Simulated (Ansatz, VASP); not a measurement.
**Cross-check of Bi (Bismuth) between VASP and Ansatz**

Wanted: the spread between two codes on one cell, functional and k mesh. The cell is taken from a series of runs on this material, whose earlier steps may have relaxed, scaled, displaced or heated it; both programs get it as it stands.

Main program and level: Ansatz 0.2.0; plane waves, with VASP 6.6.1 beside it; zone-centre phonons at LDA.

### Step 1. Starting point

The structure is trigonal, space group R-3m (No. 166). The conventional cell has a = 4.494 Å, b = 4.494 Å, c = 11.501 Å, α = 90.00°, β = 90.00°, γ = 120.00°. Nearest to Bi lie 6 Bi at 3.06 to 3.41 Å.

Structure file:

```cif
data_structure
_symmetry_space_group_name_H-M 'P 1'
_symmetry_Int_Tables_number 1
_cell_length_a 4.6290
_cell_length_b 4.6290
_cell_length_c 4.6290
_cell_angle_alpha 58.078
_cell_angle_beta 58.078
_cell_angle_gamma 58.078
_cell_volume 67.05
loop_
_atom_site_label
_atom_site_type_symbol
_atom_site_fract_x
_atom_site_fract_y
_atom_site_fract_z
_atom_site_occupancy
Bi1 Bi 0.23716 0.23716 0.23716 1
Bi2 Bi 0.76284 0.76284 0.76284 1
```

### Step 2. VASP: zone-centre phonons, LDA

Second derivatives magnify differences that forces hide, and they need a tight electronic threshold.

Lines of VASP's logs that name or quote its potential files are left out, and so is its time.

File INCAR:

```
SYSTEM = Bi
PREC = Accurate
ENCUT = 500
EDIFF = 1E-08
NELM = 120
ISMEAR = 1
SIGMA = 0.2
LREAL = .FALSE.
ALGO = Normal
GGA = CA
NBANDS = 21
LORBIT = 11
LWAVE = .FALSE.
LCHARG = .FALSE.
ISIF = 2
IBRION = 8
LASPH = .TRUE.
GGA_COMPAT = .FALSE.
KPAR = 2
```

File POSCAR:

```
Bi
1.0
    2.2469292095      1.2972651839      3.8335573786
   -2.2469292095      1.2972651839      3.8335573786
    0.0000000000     -2.5945303679      3.8335573786
Bi
2
Direct
    0.2371620087      0.2371620087      0.2371620087
    0.7628379913      0.7628379913      0.7628379913
```

File KPOINTS:

```
Automatic mesh
0
Gamma
12 12 12
0 0 0
```

The projector-augmented-wave data sets are Bi_d (LDA family, release 64).

On the command line:

```console
$ mpirun -np 2 vasp_std
```

Numbers of over 12 decimals in the logs are rounded to 6 here.

Log:

```text
[banner, memory and clock lines left out]
running    2 mpi-ranks, on    1 nodes
 distrk:  each k-point on    1 cores,    2 groups
 distr:  one band on    1 cores,    1 groups

 POSCAR found type information on POSCAR Bi
 POSCAR found :  1 types and       2 ions
 LDA part: xc-table for (Slater(with rela. corr.)+CA(PZ))
 , standard interpolation
 POSCAR, INCAR and KPOINTS ok, starting setup
 FFT: planning ... GRIDC
 FFT: planning ... GRID_SOFT
 FFT: planning ... GRID
 WAVECAR not read
 entering main loop
       N       E                     dE             d eps       ncg     rms          rms(c)
DAV:   1     0.302532525183E+03    0.30253E+03   -0.16106E+04  7943   0.170E+03
DAV:   2     0.160799103348E+02   -0.28645E+03   -0.28009E+03  8033   0.440E+02
DAV:   3    -0.827521916484E+01   -0.24355E+02   -0.23995E+02  9427   0.146E+02
DAV:   4    -0.910793569420E+01   -0.83272E+00   -0.83202E+00  9416   0.297E+01
DAV:   5    -0.914678257636E+01   -0.38847E-01   -0.38846E-01 11383   0.573E+00    0.107E+00
DAV:   6    -0.913184450259E+01    0.14938E-01   -0.19045E-02 10290   0.154E+00    0.616E-01
DAV:   7    -0.912504051695E+01    0.68040E-02   -0.12060E-02 10181   0.125E+00    0.105E-01
DAV:   8    -0.912496369796E+01    0.76819E-04   -0.12224E-03  8999   0.433E-01    0.171E-02
DAV:   9    -0.912496901783E+01   -0.53199E-05   -0.53014E-05 11862   0.588E-02    0.650E-03
DAV:  10    -0.912496890613E+01    0.11170E-06   -0.20943E-06 10209   0.106E-02    0.151E-03
DAV:  11    -0.912496894932E+01   -0.43185E-07   -0.15188E-07 10361   0.287E-03    0.557E-04
DAV:  12    -0.912496895279E+01   -0.34738E-08   -0.19812E-08  7573   0.107E-03
   1 F= -.91249690E+01 E0= -.91255108E+01  d E =0.162552E-02
 Linear response reoptimize wavefunctions to high precision
DAV:   1    -0.912496895243E+01    0.36744E-09   -0.20339E-09  5709   0.513E-04
DAV:   2    -0.912496895248E+01   -0.56389E-10   -0.44631E-10  5139   0.238E-04
 Linear response DOF=           2
 Linear response progress:
  Degree of freedom:   1/  2
       N       E                     dE             d eps       ncg     rms          rms(c)
RMM:   1    -0.330776510206E+00   -0.33078E+00    0.23168E-01 48345   0.844E+00
RMM:   2    -0.339532244823E+00   -0.87557E-02   -0.20698E-02 62284   0.119E+00    0.441E-02
RMM:   3    -0.339762565758E+00   -0.23032E-03   -0.17400E-03 66947   0.336E-01    0.250E-02
RMM:   4    -0.339671212980E+00    0.91353E-04   -0.13945E-04 69250   0.103E-01    0.585E-03
RMM:   5    -0.339680361709E+00   -0.91487E-05   -0.18060E-05 64781   0.336E-02    0.236E-03
RMM:   6    -0.339687005513E+00   -0.66438E-05   -0.30653E-06 67831   0.148E-02    0.972E-04
RMM:   7    -0.339686800401E+00    0.20511E-06    0.53261E-07 67650   0.490E-03    0.333E-04
RMM:   8    -0.339682925619E+00    0.38748E-05   -0.42286E-08 69136   0.179E-03    0.102E-04
RMM:   9    -0.339681392463E+00    0.15332E-05   -0.21964E-07 69560   0.783E-04    0.289E-05
RMM:  10    -0.339681209721E+00    0.18274E-06    0.41300E-07 72048   0.382E-04    0.134E-05
RMM:  11    -0.339681138312E+00    0.71410E-07    0.22931E-07 72638   0.228E-04    0.981E-06
RMM:  12    -0.339680854484E+00    0.28383E-06    0.15820E-07 69104   0.155E-04    0.208E-06
RMM:  13    -0.339680899640E+00   -0.45157E-07    0.68627E-08 70360   0.113E-04    0.278E-06
RMM:  14    -0.339680833147E+00    0.66494E-07    0.48521E-08 70299   0.956E-05    0.100E-06
RMM:  15    -0.339680802356E+00    0.30791E-07    0.15638E-08 76719   0.879E-05    0.156E-07
RMM:  16    -0.339680808043E+00   -0.56876E-08    0.18308E-08 75110   0.835E-05    0.352E-07
 first order change of Fermi-energy  -0.14097E-04
 force on displaced ion       1 direction 1 :  -1.656   0.000   0.000
 Linear response progress:
  Degree of freedom:   2/  2
       N       E                     dE             d eps       ncg     rms          rms(c)
RMM:   1    -0.331471079237E+00   -0.33147E+00    0.25827E-01 10520   0.853E+00
RMM:   2    -0.340133239882E+00   -0.86622E-02   -0.19843E-02 13582   0.118E+00    0.395E-02
RMM:   3    -0.340264598246E+00   -0.13136E-03   -0.16265E-03 14596   0.326E-01    0.220E-02
RMM:   4    -0.340096757803E+00    0.16784E-03   -0.13903E-04 14840   0.105E-01    0.564E-03
RMM:   5    -0.340107165350E+00   -0.10408E-04   -0.17162E-05 14923   0.321E-02    0.324E-03
RMM:   6    -0.340118459735E+00   -0.11294E-04   -0.29730E-06 14128   0.141E-02    0.803E-04
RMM:   7    -0.340119786113E+00   -0.13264E-05   -0.39917E-07 14741   0.471E-03    0.544E-04
RMM:   8    -0.340117749229E+00    0.20369E-05   -0.44336E-08 13186   0.177E-03    0.810E-05
RMM:   9    -0.340117339037E+00    0.41019E-06   -0.68057E-08 15365   0.838E-04    0.526E-05
RMM:  10    -0.340117155568E+00    0.18347E-06    0.28725E-09 14794   0.350E-04    0.349E-05
RMM:  11    -0.340117022277E+00    0.13329E-06   -0.22241E-08 14648   0.212E-04    0.841E-06
RMM:  12    -0.340117048139E+00   -0.25862E-07   -0.59979E-09 15572   0.148E-04    0.231E-06
RMM:  13    -0.340117050370E+00   -0.22311E-08   -0.39596E-09 15825   0.115E-04    0.105E-06
 first order change of Fermi-energy   0.28971E+00
 force on displaced ion       1 direction 3 :   0.000   0.000  -3.892
 Linear response finished
```

Parts of OUTCAR (step 2):

```text
ion  position               nearest neighbor table
   1  0.237  0.237  0.237-   2 3.06   2 3.06   2 3.06   2 3.41   2 3.41   2 3.41
   2  0.763  0.763  0.763-   1 3.06   1 3.06   1 3.06   1 3.41   1 3.41   1 3.41

  LATTYP: Found a trigonal (rhomboedric) cell.
 ALAT       =     4.6290117741
 COS(alpha) =     0.5287707882

 Subroutine GETGRP returns: Found 12 space group operations
 (whereof 12 operations were pure point group operations)

The static configuration has the point symmetry D_3d.

 Found    189 irreducible k-points:

   k-points           NKPTS =    189   k-points in BZ     NKDIM =    189   number of bands    NBANDS=     21

   dimension x,y,z NGX =    36 NGY =   36 NGZ =   36
   dimension x,y,z NGXF=    72 NGYF=   72 NGZF=   72

   ENCUT  =  500.0 eV  36.75 Ry    6.06 a.u.   8.44  8.44  8.44*2*pi/ulx,y,z

   NELECT =      30.0000    total number of electrons

 k-points in reciprocal lattice and weights: Automatic mesh
   0.00000000  0.00000000  0.00000000       0.001
   0.08333333 -0.00000000 -0.00000000       0.003
   0.16666667  0.00000000 -0.00000000       0.003
   0.25000000  0.00000000  0.00000000       0.003
   0.33333333  0.00000000 -0.00000000       0.003
   0.41666667  0.00000000  0.00000000       0.003
   0.50000000  0.00000000  0.00000000       0.002
   0.08333333  0.08333333 -0.00000000       0.003
   0.16666667  0.08333333  0.00000000       0.007
[...]
-0.41666667  0.50000000  0.41666667       0.003
   0.50000000  0.50000000  0.50000000       0.001

 average (electrostatic) potential at core
       1-104.2035       2-104.2035

  Total        0.0379059      0.0379059      0.0269913      0.0000000     -0.0000000      0.0000000
  in kB        0.9058281      0.9058281      0.6450046      0.0000000     -0.0000000      0.0000000
  external PRESSURE =       0.8188869 kB  Pullay stress =       0.0000000 kB

  energy-cutoff  :      500.00
  volume of cell :       67.05
      direct lattice vectors                 reciprocal lattice vectors
     2.246929210  1.297265184  3.833557379     0.222525925  0.128475403  0.086951440
    -2.246929210  1.297265184  3.833557379    -0.222525925  0.128475403  0.086951440
     0.000000000 -2.594530368  3.833557379     0.000000000 -0.256950805  0.086951440

 POSITION                                       TOTAL-FORCE (eV/Angst)
 -----------------------------------------------------------------------------------
      0.00000     -0.00000      2.72752         0.000000     -0.000000      0.017952
      0.00000     -0.00000      8.77315         0.000000      0.000000     -0.017952
 -----------------------------------------------------------------------------------
    total drift:                                0.000000     -0.000000      0.000000

 Eigenvectors and eigenvalues of the dynamical matrix
 ----------------------------------------------------

   1 f  =    3.017328 THz    18.958430 2PiTHz  100.647221 cm-1    12.478659 meV
             X         Y         Z           dx          dy          dz
      0.000000 -0.000000  2.727523    -0.000000   -0.000000    0.707107
      0.000000 -0.000000  8.773150    -0.000000    0.000000   -0.707107

   2 f  =    1.967930 THz    12.364868 2PiTHz   65.643072 cm-1     8.138700 meV
             X         Y         Z           dx          dy          dz
      0.000000 -0.000000  2.727523     0.707107   -0.000000   -0.000000
      0.000000 -0.000000  8.773150    -0.707107   -0.000000   -0.000000

   3 f  =    1.967930 THz    12.364868 2PiTHz   65.643072 cm-1     8.138700 meV
             X         Y         Z           dx          dy          dz
      0.000000 -0.000000  2.727523    -0.000000   -0.707107   -0.000000
      0.000000 -0.000000  8.773150    -0.000000    0.707107    0.000000

   4 f  =    0.000000 THz     0.000000 2PiTHz    0.000001 cm-1     0.000000 meV
             X         Y         Z           dx          dy          dz
      0.000000 -0.000000  2.727523    -0.040785   -0.483685   -0.514184
      0.000000 -0.000000  8.773150    -0.040785   -0.483685   -0.514184

   5 f/i=    0.000000 THz     0.000000 2PiTHz    0.000000 cm-1     0.000000 meV
             X         Y         Z           dx          dy          dz
      0.000000 -0.000000  2.727523    -0.314582   -0.448622    0.446964
      0.000000 -0.000000  8.773150    -0.314582   -0.448622    0.446964

   6 f/i=    0.000000 THz     0.000000 2PiTHz    0.000001 cm-1     0.000000 meV
             X         Y         Z           dx          dy          dz
      0.000000 -0.000000  2.727523     0.631961   -0.254534    0.189309
      0.000000 -0.000000  8.773150     0.631961   -0.254534    0.189309

 ELASTIC MODULI CONTR FROM IONIC RELAXATION (kBar)
 Direction    XX          YY          ZZ          XY          YZ          ZX
 --------------------------------------------------------------------------------
 XX        -153.7378     38.7622   -103.3883      0.0000    198.6858     -0.0000
 YY          38.7622   -153.7378   -103.3883     -0.0000   -198.6858      0.0000
 ZZ        -103.3883   -103.3883   -185.9375     -0.0000      0.0000      0.0000
 XY           0.0000     -0.0000     -0.0000    -96.2500     -0.0000    196.0898
 YZ         198.6858   -198.6858      0.0000     -0.0000   -410.1406      0.0000
 ZX          -0.0000      0.0000      0.0000    196.0898      0.0000   -399.4929
 --------------------------------------------------------------------------------
```

### Step 3. Ansatz: zone-centre phonons, LDA

Ansatz runs on its PAW soft_1 files.

The same cell, functional (in two slightly different forms), mesh and smearing now go to Ansatz, which takes its cutoff from its data sets.

File input.yaml:

```yaml
crystal:
  lattice:
    - [2.2469292095, 1.2972651839, 3.8335573786]
    - [-2.2469292095, 1.2972651839, 3.8335573786]
    - [0.0, -2.5945303679, 3.8335573786]
  atoms:
    - { symbol: Bi, position: [0.2371620087, 0.2371620087, 0.2371620087] }
    - { symbol: Bi, position: [0.7628379913, 0.7628379913, 0.7628379913] }
kpoints:
  mp_grid: { grid: [12, 12, 12] }
hamiltonian:
  xc: lda
  pseudopotentials: { kind: paw, azcp: { folder: soft_1 }, xc_functional: pbe }
scf:
  occupations: { method: methfessel_paxton, width: 0.2 }
output:
  eigenvalues: true
phonons:
  method: dfpt
```

On the command line:

```console
$ ansatz run input.yaml --threads 4 --pin off --max-ram 10240MiB --backend cpu --events-out ev --progress --plain --runs-dir out
```

Log:

```text
Engine: ansatz 0.2.0, aarch64-unknown-linux-gnu
Pseudopotentials: kind: paw
Pseudopotential: Bi, paw, valence charge 15, recommended cutoff 420 eV (normal), soft_1/Bi.paw.azcp
Functional definition: SPW92
  exchange = slater_x
  correlation = pw_c
Crystal: 2 atoms, lattice volume = 67.046 Å³
Basis set: ecut = 420 eV, 1291 PW (Γ), exchange–correlation on 64×64×64 points (8 copies of the dense FFT grid, shifted against one another)
Bands: 19, of which v1, the nominal top of the filled ones, is band 15 counted from 1 (14 counted from 0)
Symmetry: 12 space group operations
k-points: 476 of 1728 (irreducible under 2 space group operations, time reversal used)
Non-local potential: Bi, projectors of the file, l = 0: 2, l = 1: 2, l = 2: 2, l = 3: 1
PAW form: soft (Blöchl's): semilocal exchange-correlation on the pseudo side does not see the compensation charge
PAW frozen core: Bi, regenerated for the run's functional, and the local potential with it (the file was generated under x = pbe(κ = 0.804, μ = 0.219515), c = pbe(β = 0.066725))
PAW one-centre angular grid: Bi, 590 points (default); XC on 64 Gauss nodes
Initial density: superposition of atomic densities (chi_scale 0.1, normalization cell)
Initial wavefunctions: pseudopotential atomic-orbital guess
Functional: x = slater, c = lda
SCF iter   1: F=—  HF=-24175.709801 eV  |F-HF|=—  |Δ(HF+E_count)|=         —  Δρ=1.16e-2  dr2=7.78e-2  ethr=3.10e-3  ⟨swp⟩=5.5  Hψ=43557  notcnv=0
preconditioner: auto → Kerker (q_TF=auto, 2.386 Å⁻¹)  [metal: Δε(μ)=0.056 eV  Ē_g=20.306 eV  σ=0.200 eV  W_gap=0.23  n_scr=14 (ndim 8)  ℏωp=24.8 eV  f_vac=0.000  D(μ)=0.21/eV (n_scr^D=0)]
SCF iter   2: F=—  HF=-24175.693458 eV  |F-HF|=—  |Δ(HF+E_count)|=   1.63e-2  S|Δr|=    0.00e0  Δρ=7.27e-3  dr2=3.27e-2  ethr=2.59e-4  ⟨swp⟩=1.0  Hψ=12852  notcnv=0
SCF iter   3: F=—  HF=-24175.686259 eV  |F-HF|=—  |Δ(HF+E_count)|=   7.20e-3  S|Δr|=    0.00e0  Δρ=1.04e-3  dr2=1.22e-3  ethr=1.09e-4  ⟨swp⟩=2.0  Hψ=16201  notcnv=0
SCF iter   4: F=—  HF=-24175.686088 eV  |F-HF|=—  |Δ(HF+E_count)|=   1.71e-4  S|Δr|=    0.00e0  Δρ=3.36e-4  dr2=1.20e-4  ethr=4.06e-6  ⟨swp⟩=3.0  Hψ=16338  notcnv=0
SCF iter   5: F=—  HF=-24175.686087 eV  |F-HF|=—  |Δ(HF+E_count)|=   8.21e-7  S|Δr|=    0.00e0  Δρ=1.52e-4  dr2=1.90e-5  ethr=4.02e-7  ⟨swp⟩=2.0  Hψ=15571  notcnv=0
SCF iter   6: F=—  HF=-24175.686081 eV  |F-HF|=—  |Δ(HF+E_count)|=   6.18e-6  S|Δr|=    0.00e0  Δρ=2.08e-5  dr2=4.13e-7  ethr=6.33e-8  ⟨swp⟩=2.0  Hψ=16188  notcnv=0
SCF iter   7: F=—  HF=-24175.686074 eV  |F-HF|=—  |Δ(HF+E_count)|=   6.71e-6  S|Δr|=    0.00e0  Δρ=4.94e-6  dr2=2.73e-8  ethr=1.38e-9  ⟨swp⟩=2.0  Hψ=11632  notcnv=0
SCF iter   8: F=—  HF=-24175.686074 eV  |F-HF|=—  |Δ(HF+E_count)|=   3.37e-9  S|Δr|=    0.00e0  Δρ=1.54e-6  dr2=2.21e-9  ethr=9.09e-11  ⟨swp⟩=2.5  Hψ=16454  notcnv=0
SCF iter   9: F=—  HF=-24175.686074 eV  |F-HF|=—  |Δ(HF+E_count)|=  5.20e-10  S|Δr|=    0.00e0  Δρ=2.47e-7  dr2=4.66e-11  ethr=7.36e-12  ⟨swp⟩=2.5  Hψ=15820  notcnv=0
SCF iter  10: F=-24175.686074 eV  HF=-24175.686074 eV  |F-HF|=1.09e-11  |Δ(HF+E_count)|=  1.82e-11  S|Δr|=    0.00e0  Δρ=7.16e-8  dr2=6.36e-12  ethr=1.00e-12  ⟨swp⟩=5.6  Hψ=39353  notcnv=0
SCF 1 converged in 10 iterations: F = -24175.686074 eV  dr2 = 6.36e-12
  greatest PAW one-centre occupation: 0.988 electrons in one spin orbital (limit 2), on the Bi atom at site 1 (counted from 0), in its partial waves of l = 2
DFPT response loops at Γ: preconditioner auto → Kerker (q_TF=auto, 2.386 Å⁻¹) (partly filled bands, converged f_vac=0.000); β = 1.00, the filter's whole step (`scf.mixing.beta` (0.50) is not read by the response loops under this deck's `scf.mixing.preconditioner`; to damp them name `kerker` or `kerker_dos`, under which they read `scf.mixing.beta`, and type it under 1.00, their step now; both keys bind the ground state too); Broyden in place of MSR1
SCF converged after 10 iterations
Stability not checked: this state was not tested for a lower state beside it, because cold or Methfessel-Paxton smearing, or corrected tetrahedra, fill the levels in a way that the test cannot read (fill_not_monotonic; see scf.lower_state_search)
Free energy (F): -24175.686074 eV
Harris-Foulkes:  -24175.686074 eV  (|F-HF|=1.09e-11)
Internal energy: -24175.687662 eV  (E = F + TS)
E sigma→0 (E₀):  -24175.686471 eV
Entropy (-TS):   0.001587 eV (0.794 meV/atom)
Fermi energy:    10.113420 eV
--- Per-component energies (eV) ---
  E_band       = -205.781695
  E_kinetic    = 511.270756
  E_local      = -2644.371667  (includes V_loc(G=0)·N_el)
  E_nonlocal   = 825.191067
  E_hartree    = 980.998399
  E_xc         = -301.835675
  E_vxc        = -263.600254  (∫ρ·V_xc dr)
  E_paw        = -20705.234643  (= ΣΔE_a)
  E_vpaw       = -596.268828  (= ΣTr[D̂ρ^β])
  E_aug_tail   = 0.000447  (compensation charges beyond the density's cutoff)
  E_ewald      = -2841.696704
  E_core_change = -0.009642  (= ΣΔE_core)
  E_smearing   = 0.001587  (= −TS)
  E_closure    = -0.000000  (closes the sum)
  Σ components = -24175.686074   (vs F -24175.686074, Δ=0.00e0)
--- Band table (eV; the first three rows and the last of 476) ---
  k-point 0: bands = [... 11 lower, 2.7075, 8.5774, 8.8117, 8.8117, 12.9115, 13.2081, 13.2081, 15.6905]
  k-point 1: bands = [... 11 lower, 2.5333, 8.6125, 8.8166, 8.8369, 12.7424, 12.8672, 13.0094, 15.3711]
  k-point 2: bands = [... 11 lower, 2.0580, 8.6820, 8.8366, 8.9232, 12.0644, 12.3990, 12.5201, 15.1407]
  k-point 475: bands = [... 11 lower, -0.1895, 9.2714, 9.5648, 9.5648, 10.5909, 10.5909, 10.6806, 17.5001]
--- Phonons (Γ-DFPT): 2 representative perturbations + reference, on 476 of 1728 k-points (Σ response iterations 4) ---
  k mesh reduced under 2 symmetry operations, with k and −k counted as one. Each operation leaves every solved perturbation unchanged. A smaller set is not used because it would not reduce the number of displacements times k-points to solve
  ASR residual: 2.541e-4 → 0.000e0 eV/Å²; symmetrization residual: 2.565e-5 eV/Å²
  ASR residual per site (eV/Å²): 2.54e-4 2.54e-4
  Γ frequencies (cm⁻¹): 0.00 0.00 0.00 64.24 64.24 99.58
  non-analytic LO–TO correction: not included (Born effective charges unavailable; polar crystals: no LO–TO splitting at Γ)
```

### Step 4. Comparison

Known differences besides the potentials themselves: the two LDA forms differ slightly; the cutoff is 420 eV in Ansatz and 500 eV in VASP; VASP's log shows a relativistic correction to its local exchange, Ansatz's none. Total energies have different zeros and are not compared.

Both answers:

```csv
quantity,Ansatz,VASP,difference
optical mode 1 to 2 (cm⁻¹),64.2,65.6,-2.14 %
optical mode 3 (cm⁻¹),99.6,100.6,-1.06 %
```

Modes are paired by rising frequency, not by their patterns, so a pair may set unlike modes beside each other; they are those without the splitting of longitudinal modes.

### Step 5. What came out

| Quantity | Value |
| --- | --- |
| r.m.s. difference of the optical zone-centre modes, each program's sorted by frequency (zone-centre phonons, LDA) | 1.3 cm⁻¹ |
| difference in optical mode 1 to 2 (zone-centre phonons, LDA) | -2.1 % |

The r.m.s. difference of the optical zone-centre modes, each program's sorted by frequency is 1.3 cm⁻¹ (zone-centre phonons, LDA). Among the rows given in per cent, the largest difference of the zone-centre phonons, LDA pair is in optical mode 1 to 2, -2.1 %. Such differences can come from data sets, numerical settings and the points named under the comparisons, not from the functional's error against experiment.

[Lines on the potential files, build, host, timing and source positions are cut from VASP's logs without a mark.]

[Logs are printed without paths, hosts, clocks, repeated set-up lines and the standing remarks that a program may print on its own settings, such as how far it seeks lower states.]

[Hosts, paths, dates, database ids (printed as entryN), source tags and the programs' standing remarks are cut or masked in the printed files.]
